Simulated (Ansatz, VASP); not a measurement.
**CsPbCl3: VASP beside Ansatz**

Wanted: the spread between two codes on one cell, functional and k mesh. The cell is taken from a series of runs on this material, whose earlier steps may have relaxed, scaled, displaced or heated it; both programs get it as it stands.

Program: Ansatz 0.2.0. Level of theory: plane waves, with VASP 6.6.1 beside it; single point at HSE06. Results are calculated unless marked as measured.

## 1. The structure

Symmetry: P4/mmm, No. 123, tetragonal system. Conventional cell: a = 5.605 Å, b = 5.605 Å, c = 5.521 Å, α = 90.00°, β = 90.00°, γ = 90.00°. Nearest to Cs lie 12 Cl at 3.93 to 3.96 Å. Nearest to Pb lie 6 Cl at 2.76 to 2.80 Å. Nearest to Cl lie 2 Pb at 2.76 Å and 4 Cs at 3.96 Å. Cl has 2 Pb at 2.80 Å and 4 Cs at 3.93 Å nearest. Farther neighbours and most contacts between anions are not listed.

## 2. VASP: single point, HSE06

With cell and atoms fixed, the geometry can't cause a difference; cores, projectors, grids and the points listed under the comparison can.

Lines of VASP's logs that name or quote its potential files are left out, and so is its time.

The run reads the wave functions of an earlier VASP run, which isn't shown here.

File INCAR:

```
SYSTEM = CsPbCl3
PREC = Accurate
ENCUT = 400
EDIFF = 1E-06
NELM = 100
ISMEAR = 0
SIGMA = 0.01
LREAL = .FALSE.
ALGO = Normal
LHFCALC = .TRUE.
AEXX = 0.25
GGA = PE
HFSCREEN = 0.208
LASPH = .TRUE.
NBANDS = 28
PRECFOCK = Fast
LORBIT = 11
LWAVE = .FALSE.
LCHARG = .FALSE.
ISIF = 2
```

File POSCAR:

```
CsPbCl3
1.0
    5.6050000000      0.0000000000      0.0000000000
    0.0000000000      5.6050000000      0.0000000000
    0.0000000000      0.0000000000      5.5209250000
Cs Pb Cl
1 1 3
Direct
    0.0000000000      0.0000000000      0.0000000000
    0.5000000000      0.5000000000      0.5000000000
    0.5000000000      0.5000000000      0.0000000000
    0.0000000000      0.5000000000      0.5000000000
    0.5000000000      0.0000000000      0.5000000000
```

File KPOINTS:

```
Automatic mesh
0
Gamma
2 2 2
0 0 0
```

The projector-augmented-wave data sets are Cs_sv, Pb_d and Cl (PBE family, release 64).

Started as:

```console
$ export OMP_NUM_THREADS=3
$ mpirun -np 1 vasp_std
```

Numbers of over 12 decimals in the logs are rounded to 6 here.

Log:

```text
[banner, memory and clock lines left out]
running    1 mpi-ranks, on    1 nodes
 distrk:  each k-point on    1 cores,    1 groups
 distr:  one band on    1 cores,    1 groups
 Offloading initialized ...    1 GPUs detected
 POSCAR found type information on POSCAR CsPbCl
 POSCAR found :  3 types and       5 ions
 LDA part: xc-table for (Slater+PW92), standard interpolation
 found WAVECAR, reading the header
 POSCAR, INCAR and KPOINTS ok, starting setup
 FFT: planning ... GRIDC
 FFT: planning ... GRID_SOFT
 FFT: planning ... GRID
 reading WAVECAR
 the WAVECAR file was read successfully
 initial charge from wavefunction
 entering main loop
       N       E                     dE             d eps       ncg     rms          rms(c)
DAV:   1    -0.202635124802E+02   -0.20264E+02   -0.80068E-01   376   0.701E+00    0.141E+00
DAV:   2    -0.202705377791E+02   -0.70253E-02   -0.42499E-02   396   0.102E+00    0.813E-01
DAV:   4    -0.202685569512E+02    0.44308E-03   -0.68405E-04   392   0.192E-01    0.284E-01
DAV:   5    -0.202684553492E+02    0.10160E-03   -0.17456E-04   460   0.964E-02    0.171E-01
DAV:   6    -0.202684232638E+02    0.32085E-04   -0.27911E-05   432   0.442E-02    0.995E-02
DAV:   7    -0.202684144441E+02    0.88197E-05   -0.87798E-06   416   0.246E-02    0.574E-02
DAV:   8    -0.202684126023E+02    0.18418E-05   -0.30907E-06   344   0.149E-02    0.330E-02
DAV:   9    -0.202684127680E+02   -0.16576E-06   -0.13393E-06   300   0.966E-03
   1 F= -.20268413E+02 E0= -.20268413E+02  d E =-.105639E-20
```

OUTCAR, selected parts (step 2):

```text
ion  position               nearest neighbor table
   1  0.000  0.000  0.000-
   2  0.500  0.500  0.500-   3 2.76   3 2.76   5 2.80   4 2.80   5 2.80   4 2.80
   3  0.500  0.500  0.000-   2 2.76   2 2.76
   4  0.000  0.500  0.500-   2 2.80   2 2.80
   5  0.500  0.000  0.500-   2 2.80   2 2.80

  LATTYP: Found a simple tetragonal cell.
 ALAT       =     5.6050000000
 C/A-ratio  =     0.9850000000

 Subroutine GETGRP returns: Found 16 space group operations
 (whereof 16 operations were pure point group operations)

The static configuration has the point symmetry D_4h.

 Found      6 irreducible k-points:

   k-points           NKPTS =      6   k-points in BZ     NKDIM =      8   number of bands    NBANDS=     28

   dimension x,y,z NGX =    40 NGY =   40 NGZ =   36
   dimension x,y,z NGXF=    80 NGYF=   80 NGZF=   72

   ENCUT  =  400.0 eV  29.40 Ry    5.42 a.u.   9.14  9.14  9.00*2*pi/ulx,y,z

   NELECT =      44.0000    total number of electrons

 k-points in reciprocal lattice and weights: Automatic mesh
   0.00000000  0.00000000  0.00000000       0.125
   0.50000000  0.00000000  0.00000000       0.250
   0.50000000  0.50000000  0.00000000       0.125
   0.00000000  0.00000000  0.50000000       0.125
   0.50000000  0.00000000  0.50000000       0.250
   0.50000000  0.50000000  0.50000000       0.125

  exchange ACFDT corr.  =         0.00000000  see jH, gK, PRB 81, 115126

 average (electrostatic) potential at core
       1 -44.3293       2 -89.5729       3 -89.3264       4 -89.2861       5 -89.2861

 E-fermi :   1.5920

 k-point     1 :       0.0000    0.0000    0.0000
  band No.  band energies     occupation
    ...
     18      -1.7201      2.00000
     19      -1.6931      2.00000
     20      -1.5670      2.00000
     21      -1.5670      2.00000
     22      -1.5660      2.00000
     23       5.5902      0.00000
     24       6.4855      0.00000
     25       6.5289      0.00000
     26       7.4384      0.00000
     27       7.5051      0.00000
    ...

 k-point     2 :       0.5000    0.0000    0.0000
  band No.  band energies     occupation
    ...
     18      -1.8004      2.00000
     19      -1.7933      2.00000
     20      -1.7084      2.00000
     21      -1.6935      2.00000
     22      -0.4928      2.00000
     23       5.3119      0.00000
     24       6.9746      0.00000
     25       7.4672      0.00000
     26       7.7253      0.00000
     27       7.8889      0.00000
    ...

 k-point     3 :       0.5000    0.5000    0.0000
  band No.  band energies     occupation
    ...
     18      -1.8886      2.00000
     19      -1.8886      2.00000
     20      -1.7730      2.00000
     21      -1.2475      2.00000
     22       0.5064      2.00000
     23       4.7732      0.00000
     24       4.7732      0.00000
     25       7.5129      0.00000
     26       7.7375      0.00000
     27       8.0960      0.00000
    ...

  Total        2.9789383      2.9789383      4.0979206      0.0000000      0.0000000      0.0000000
  in kB       27.5175018     27.5175018     37.8539358      0.0000000      0.0000000      0.0000000
  external PRESSURE =      30.9629798 kB  Pullay stress =       0.0000000 kB

  energy-cutoff  :      400.00
  volume of cell :      173.45
      direct lattice vectors                 reciprocal lattice vectors
     5.605000000  0.000000000  0.000000000     0.178412132  0.000000000  0.000000000
     0.000000000  5.605000000  0.000000000     0.000000000  0.178412132  0.000000000
     0.000000000  0.000000000  5.520925000     0.000000000  0.000000000  0.181129068

 POSITION                                       TOTAL-FORCE (eV/Angst)
 -----------------------------------------------------------------------------------
      0.00000      0.00000      0.00000         0.000000      0.000000      0.000000
      2.80250      2.80250      2.76046         0.000000      0.000000      0.000000
      2.80250      2.80250      0.00000         0.000000      0.000000      0.000000
      0.00000      2.80250      2.76046         0.000000      0.000000      0.000000
      2.80250      0.00000      2.76046         0.000000      0.000000      0.000000
 -----------------------------------------------------------------------------------
    total drift:                                0.000000     -0.000013      0.000004

  FREE ENERGIE OF THE ION-ELECTRON SYSTEM (eV)
  ---------------------------------------------------
  free  energy   TOTEN  =       -20.2684127680 eV

  energy  without entropy=      -20.2684127680  energy(sigma->0) =      -20.26841277

 total charge
# of ion       s       p       d       tot
------------------------------------------
    1        2.143   4.745   0.010   6.898
    2        1.596   0.346   9.878  11.820
    3        1.588   3.585   0.000   5.173
    4        1.588   3.578   0.000   5.166
    5        1.588   3.578   0.000   5.166
--------------------------------------------------
tot          8.502  15.833   9.888  34.223

[... 3 further parts left out ...]
```

The run ends at a pressure of 3.10 GPa.

## 3. Ansatz: single point, HSE06

Ansatz runs on its PAW soft_1 files.

The same cell, functional and mesh now go to Ansatz, which takes its cutoff from its data sets.

File input.yaml:

```yaml
crystal:
  lattice:
    - [5.605, 0.0, 0.0]
    - [0.0, 5.605, 0.0]
    - [0.0, 0.0, 5.520925]
  atoms:
    - { symbol: Cs, position: [0.0, 0.0, 0.0] }
    - { symbol: Pb, position: [0.5, 0.5, 0.5] }
    - { symbol: Cl, position: [0.5, 0.5, 0.0] }
    - { symbol: Cl, position: [0.0, 0.5, 0.5] }
    - { symbol: Cl, position: [0.5, 0.0, 0.5] }
kpoints:
  mp_grid: { grid: [2, 2, 2] }
  band_path:
    path: [[0.0, 0.0, 0.0], [0.0, 0.5, 0.0], [0.5, 0.5, 0.0], [0.5, 0.5, 0.5]]
    npoints: 1
hamiltonian:
  xc: hse06
  pseudopotentials: { kind: paw, azcp: { folder: soft_1 } }
scf:
  occupations: { method: fixed }
  n_extra_bands: 5
output:
  eigenvalues: true
```

Started as:

```console
$ ansatz run input.yaml --threads 2 --pin off --max-ram 73728MiB --backend cuda --events-out ev --progress --plain --runs-dir out --devices 1 --max-vram 13GiB
```

Log:

```text
scf.n_extra_bands = 5 over 22 filled bands (N_el = 44.0): the run solves 27 bands
exact exchange: scf.exx.singularity resolves to wigner_seitz, which cuts the screened interaction at the faces of the exchange supercell's Wigner-Seitz cell, so that each pair interacts once, at the shortest of its separations (the periodic images that this leaves out come, for a point-like exchange hole, to about 0.002 eV on a filled level). The cut falls within the interaction's reach, and what an exchange supercel [...]
GPUs: using 1 of 1 available (devices: 1).
Engine: ansatz 0.2.0, x86_64-unknown-linux-gnu
Pseudopotentials: kind: paw
Pseudopotential: Cs, paw, valence charge 9, recommended cutoff 420 eV (normal), soft_1/Cs.paw.azcp
Pseudopotential: Pb, paw, valence charge 14, recommended cutoff 420 eV (normal), soft_1/Pb.paw.azcp
Pseudopotential: Cl, paw, valence charge 7, recommended cutoff 420 eV (normal), soft_1/Cl.paw.azcp
Functional definition: HSE06
  parameter a = 0.25
  parameter omega = 0.11/bohr
  exchange = pbe_x - a*pbe_x_sr(omega) + a*exact_x_sr(omega)
  correlation = pbe_c
davidson cushion auto → on  (no smearing: the cushion is to keep the highest requested band from converging to the state above it; pin scf.eigensolver.cushion to override)
device memory: the entry about to start is reckoned to put 1.2 GiB on a device that reports 52.9 GiB free (of which the cap on the GPU budget leaves the run 13.0 GiB)
GPU FFT provider: cuFFT
GPU libraries: cuBLAS 13.8.2, cuFFT 12.4.0, cuSOLVER 12.3.4
Crystal: 5 atoms, lattice volume = 173.446 Å³
Basis set: ecut = 420 eV, 3391 PW (Γ)
Bands: 27, of which v1, the nominal top of the filled ones, is band 22 counted from 1 (21 counted from 0)
Symmetry: 16 space group operations
Space group: P4/mmm (ITA 123), of the structure as read, at distance tolerance 5.6e-5 Å
k-points: 6 of 8
Non-local potential: Cs, projectors of the file, l = 0: 3, l = 1: 2, l = 2: 2, l = 3: 2
Non-local potential: Pb, projectors of the file, l = 0: 2, l = 1: 2, l = 2: 2, l = 3: 1
Non-local potential: Cl, projectors of the file, l = 0: 2, l = 1: 2, l = 2: 1
PAW form: soft (Blöchl's): semilocal exchange-correlation on the pseudo side does not see the compensation charge
PAW frozen core: Cs, regenerated for the run's functional, and the local potential with it (the file was generated under x = pbe(κ = 0.804, μ = 0.219515), c = pbe(β = 0.066725))
PAW frozen core: Pb, regenerated for the run's functional, and the local potential with it (the file was generated under x = pbe(κ = 0.804, μ = 0.219515), c = pbe(β = 0.066725))
PAW frozen core: Cl, regenerated for the run's functional, and the local potential with it (the file was generated under x = pbe(κ = 0.804, μ = 0.219515), c = pbe(β = 0.066725))
PAW one-centre angular grid: Cs, 194 points (default); XC on 96 Gauss nodes
PAW one-centre angular grid: Pb, 590 points (default); XC on 64 Gauss nodes
PAW one-centre angular grid: Cl, 110 points (default); XC on 64 Gauss nodes
Initial density: superposition of atomic densities (chi_scale 0.1, normalization cell, long waves kept (reshape's long-wave potential 0.00 eV rms))
Initial wavefunctions: pseudopotential atomic-orbital guess
GPU buffer pool allocated for 64000 grid points (all kernels)
GPU transforms: local potential and band sums: pruned to the plane-wave sphere, on 40×40×40
Functional: x = pbe(κ = 0.804, μ = 0.219515), c = pbe(β = 0.066725), warm-up for x = pbe(κ = 0.804, μ = 0.219515) + 0.25 (exact − pbe) at short range (hse, ω = 0.207870 Å⁻¹), c = pbe(β = 0.066725); HSE06 as pw.x's `hse` composes it (authors' and Libxc's form: `xc: wpbeh`)
SCF iter   1: F=—  HF=-20826.075810 eV  |F-HF|=—  |Δ(HF+E_count)|=         —  Δρ=2.18e-2  dr2=1.89e0  ethr=1.00e-1  ⟨swp⟩=5.7  Hψ=490  notcnv=0
preconditioner: auto → none  [insulator: Δε(μ)=1.508 eV  Ē_g=13.129 eV  n_scr=26 (ndim 8)  ℏωp=18.3 eV  f_vac=0.013]
iter 2 solved again at ethr=4.17e-4 eV; its pass at ethr=4.29e-3 eV (dr2=1.84e-1 eV) is discarded
SCF iter   2: F=—  HF=-20825.237555 eV  |F-HF|=—  |Δ(HF+E_count)|=   8.38e-1  Δρ=7.97e-3  dr2=1.83e-1  ethr=4.17e-4  ⟨swp⟩=6.2  Hψ=889  notcnv=0  defer=6
SCF iter   3: F=—  HF=-20825.200552 eV  |F-HF|=—  |Δ(HF+E_count)|=   3.70e-2  Δρ=3.00e-3  dr2=1.08e-2  ethr=4.17e-4  ⟨swp⟩=4.8  Hψ=482  notcnv=0
SCF iter   4: F=—  HF=-20825.203148 eV  |F-HF|=—  |Δ(HF+E_count)|=   2.60e-3  Δρ=1.08e-3  dr2=1.84e-3  ethr=2.46e-5  ⟨swp⟩=5.7  Hψ=482  notcnv=0  defer=1
SCF iter   5: F=-20825.203848 eV  HF=-20825.203878 eV  |F-HF|=3.06e-5  |Δ(HF+E_count)|=   7.31e-4  Δρ=1.59e-4  dr2=4.75e-5  ethr=4.18e-6  ⟨swp⟩=4.7  Hψ=514  notcnv=0  defer=1
SCF 1 stopped early in 5 iterations: F = -20825.203848 eV  dr2 = 4.75e-5
  greatest PAW one-centre occupation: 0.984 electrons in one spin orbital (limit 2), on the Pb atom at site 1 (counted from 0), in its partial waves of l = 2
device memory: the entry about to start is reckoned to put 1.9 GiB on a device that reports 52.9 GiB free (of which the cap on the GPU budget leaves the run 13.0 GiB)
GPU FFT provider: cuFFT
GPU libraries: cuBLAS 13.8.2, cuFFT 12.4.0, cuSOLVER 12.3.4
Initial density: handed on by an earlier stage of this run
Initial wavefunctions: those handed on with the density
GPU buffer pool allocated for 64000 grid points (all kernels)
GPU transforms: local potential and band sums: pruned to the plane-wave sphere, on 40×40×40
Functional: x = pbe(κ = 0.804, μ = 0.219515) + 0.25 (exact − pbe) at short range (hse, ω = 0.207870 Å⁻¹), c = pbe(β = 0.066725); HSE06 as pw.x's `hse` composes it (authors' and Libxc's form: `xc: wpbeh`)
Exchange kernel: α = 0.2500, screened, ω = 0.2079 Å⁻¹, Wigner–Seitz truncation, v(0) = 953.5508 eV·Å³, q-mesh 2×2×2, nearest image of the exchange supercell L = 11.04 Å, pair-density grid 25×25×25, without the augmentation charges, whose exchange is taken in its separable form by FFT convolution over the k-point mesh (sized by the pseudopotential files, 40×40×40 at the most), smooth part of the exact exchange by density-matrix convolution in up to 1.54 GiB of GPU memory as planned if the GPU has room (build and FFT work areas not counted)
Frozen-core exchange: fock
SCF iter   1: F=—  HF=-20835.803182 eV  |F-HF|=—  |Δ(HF+E_count)|=         —  Δρ=3.72e-3  dr2=1.89e-2  ethr=1.08e-6  ⟨swp⟩=8.2  Hψ=911  notcnv=0
preconditioner: auto → none  [insulator: Δε(μ)=2.575 eV  Ē_g=15.030 eV  n_scr=26 (ndim 8)  ℏωp=18.3 eV  f_vac=0.060]
SCF iter   2: F=—  HF=-20835.796415 eV  |F-HF|=—  |Δ(HF+E_count)|=   6.77e-3  Δρ=1.38e-3  dr2=2.59e-3  ethr=1.08e-6  ⟨swp⟩=4.8  Hψ=606  notcnv=0
SCF iter   3: F=—  HF=-20835.802618 eV  |F-HF|=—  |Δ(HF+E_count)|=   6.20e-3  Δρ=5.19e-4  dr2=3.79e-4  ethr=1.08e-6  ⟨swp⟩=4.0  Hψ=542  notcnv=0
SCF iter   4: F=—  HF=-20835.802479 eV  |F-HF|=—  |Δ(HF+E_count)|=   1.38e-4  Δρ=4.46e-5  dr2=7.76e-6  ethr=7.81e-7  ⟨swp⟩=3.0  Hψ=410  notcnv=0
SCF iter   5: F=-20835.802532 eV  HF=-20835.802533 eV  |F-HF|=9.25e-7  |Δ(HF+E_count)|=   5.33e-5  Δρ=2.75e-5  dr2=1.70e-6  ethr=5.91e-9  ⟨swp⟩=5.3  Hψ=645  notcnv=0  defer=1
SCF 2 stopped early in 5 iterations: F = -20835.802532 eV  dr2 = 1.70e-6
hybrid outer 1: dexx = +7.641e-3 eV, tail = 2.41e-5 eV
GPU FFT provider: cuFFT
GPU libraries: cuBLAS 13.8.2, cuFFT 12.4.0, cuSOLVER 12.3.4
GPU buffer pool allocated for 64000 grid points (all kernels)
GPU transforms: local potential and band sums: pruned to the plane-wave sphere, on 40×40×40
Exchange kernel: α = 0.2500, screened, ω = 0.2079 Å⁻¹, Wigner–Seitz truncation, v(0) = 953.5508 eV·Å³, q-mesh 2×2×2, nearest image of the exchange supercell L = 11.04 Å, pair-density grid 25×25×25, without the augmentation charges, whose exchange is taken in its separable form by FFT convolution over the k-point mesh (sized by the pseudopotential files, 40×40×40 at the most), smooth part of the exact exchange by density-matrix convolution in up to 1.54 GiB of GPU memory as planned if the GPU has room (build and FFT work areas not counted)
Frozen-core exchange: fock
SCF iter   1: F=—  HF=-20835.802441 eV  |F-HF|=—  |Δ(HF+E_count)|=         —  Δρ=2.02e-5  dr2=5.43e-7  ethr=2.73e-7  ⟨swp⟩=3.2  Hψ=372  notcnv=0
preconditioner: auto → none  [insulator: Δε(μ)=2.574 eV  Ē_g=15.015 eV  n_scr=26 (ndim 8)  ℏωp=18.3 eV  f_vac=0.062]
SCF iter   2: F=-20835.802442 eV  HF=-20835.802442 eV  |F-HF|=1.30e-8  |Δ(HF+E_count)|=   3.46e-7  Δρ=1.02e-5  dr2=7.15e-8  ethr=8.55e-10  ⟨swp⟩=5.5  Hψ=613  notcnv=0
SCF 3 converged in 2 iterations: F = -20835.802442 eV  dr2 = 7.15e-8
hybrid outer 2: dexx = +2.593e-7 eV, tail = 1.71e-7 eV, Δε = 2.00e-3 eV (about 2.11e-4 eV left of the loop's levels)
the search or the solves at the SCF's close seem to have found levels that the self-consistency loop had missed (the run counts 1). By its estimate they hold under 1e-12 electrons; where the run keeps them, the occupations were computed again with them
device memory: the entry about to start is reckoned to put 0.7 GiB on a device that reports 54.4 GiB free (of which the cap on the GPU budget leaves the run 13.0 GiB)
NSCF: frozen V_eff on 4 k-points
hybrid SCF converged: 2 outer / 7 inner (+5 warm-up), last move |dexx| = 2.59e-7 eV, tail = 1.71e-7 eV
Stability not checked: this state was not tested for a lower state beside it, because the functional holds exact exchange (a hybrid, or Hartree-Fock), whose exchange loop this test does not read (fock_operator; see scf.lower_state_search)
Free energy (F): -20835.802442 eV
Frozen-core exchange: fock
Harris-Foulkes:  -20835.802442 eV  (|F-HF|=1.30e-8)
Internal energy: -20835.802442 eV  (E = F + TS)
E sigma→0 (E₀):  -20835.802442 eV
Fermi energy:    3.910399 eV
--- Per-component energies (eV) ---
  E_band       = -289.749880
  E_kinetic    = 896.954937
  E_local      = -2590.895117  (includes V_loc(G=0)·N_el)
  E_nonlocal   = 421.700482
  E_hartree    = 978.182880
  E_xc         = -570.176338
  E_vxc        = -503.282813  (∫ρ·V_xc dr)
  E_exx        = -93.706894  (= α·E_x^exact, valence–valence)
  E_paw        = -17485.634837  (= ΣΔE_a)
  E_vpaw       = -283.179081  (= ΣTr[D̂ρ^β])
  E_aug_tail   = 0.000308  (compensation charges beyond the density's cutoff)
  E_ewald      = -2392.067367
  E_core_change = -0.160495  (= ΣΔE_core)
  E_smearing   = -0.000000  (= −TS)
  E_closure    = 0.000000  (closes the sum)
  Σ components = -20835.802442   (vs F -20835.802442, Δ=3.64e-12)
--- Band table (eV; the first three rows and the last of 6) ---
  k-point 0: bands = [... 18 lower, 0.6953, 0.8214, 0.8214, 0.8226, 7.9798, 8.8706, 8.9139, 9.8185, ... 1 higher]
  k-point 1: bands = [... 18 lower, 0.5706, 0.6959, 0.6959, 2.0144, 7.7724, 9.4038, 9.9423, 10.0820, ... 1 higher]
  k-point 2: bands = [... 18 lower, 0.5965, 0.6803, 0.6956, 1.8933, 7.6941, 9.3612, 9.8511, 10.1038, ... 1 higher]
  k-point 5: bands = [... 18 lower, 1.1537, 1.1614, 1.1614, 3.9104, 6.4845, 6.4845, 6.6101, 9.7918, ... 1 higher]
```

In the SCF lines HF is the Harris–Foulkes energy and dr2 the Hartree energy of the density residual, in eV; the loop may stop once dr2 is under the threshold and the program's other checks hold. Hψ counts applications of the Hamiltonian.

## 4. Side by side

Known differences besides the potentials themselves: exact exchange at q = 0 is treated differently, which shows on coarse meshes; VASP keeps PBE cores, Ansatz makes them for the functional; fixed occupations in Ansatz, narrow Gaussian smearing in VASP; the cutoff is 420 eV in Ansatz and 400 eV in VASP; VASP takes a coarser grid for exact exchange (PRECFOCK = Fast). Total energies have different zeros and are not compared.

Compared:

```tsv
quantity	Ansatz	VASP	difference
gap on the k mesh (eV)	2.574	2.573	+0.001
```

A gap on the mesh is an upper bound, since the band edges may lie between its points; neither run holds spin-orbit coupling, which can move the band edges of a compound of Pb.

## 5. Outcome

| Quantity | Value |
| --- | --- |
| difference in gap on the k mesh (single point, HSE06) | 0.0011 eV |

The difference in gap on the k mesh is 0.0011 eV (single point, HSE06), within the 0.08 eV picked in this series as the mark of a large difference. Such differences can come from data sets, numerical settings and the points named under the comparisons, not from the functional's error against experiment.

[Lines on the potential files, build, host, timing and source positions are cut from VASP's logs without a mark.]

[Logs are printed without paths, hosts, clocks, repeated set-up lines and the standing remarks that a program may print on its own settings, such as how far it seeks lower states.]

[Hosts, paths, dates, database ids (printed as entryN), source tags and the programs' standing remarks are cut or masked in the printed files.]
